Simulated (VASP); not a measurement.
Here is the system:

```
YN
1.0
    0.00000     2.33956     2.33956
    2.33956     0.00000     2.33956
    2.33956     2.33956     0.00000
Y N
1 1
Direct
  0.00000   0.00000   0.00000
  0.50000   0.50000   0.50000
```

All values below come from PBE GGA, VASP's PBE PAW potentials (set 64) (plane waves; VASP). Numerical set-up: 620 eV cut-off, 13×13×13 Γ-centred mesh, first-order Methfessel-Paxton smearing of 0.10 eV, potentials Y_sv N.

Energy and stress use the plane-wave basis of the starting cell.

**Question.** The ions, cell shape and volume at an external pressure of 45.0 GPa are relaxed. What does this cell relax into?

**Answer.** 
```
YN
1.0
    0.00000     2.30117     2.30117
    2.30117     0.00000     2.30117
    2.30117     2.30117     0.00000
Y N
1 1
Cartesian
  2.30117   0.00000   2.30117
  2.30117   2.30117   2.30117
```
Space group Fm-3m (225), at a tolerance of 0.03 Å.

**Question.** How do energy and volume change from the first to the last step?

**Answer.** The energy (σ→0) changes by +143.8 meV/atom and the volume by -4.8 %, in 4 ionic steps.

The compound is YN in the rock salt structure. This run relaxes it under an external pressure of 45 GPa. Symmetry was kept, so distortions that lower it aren't found.
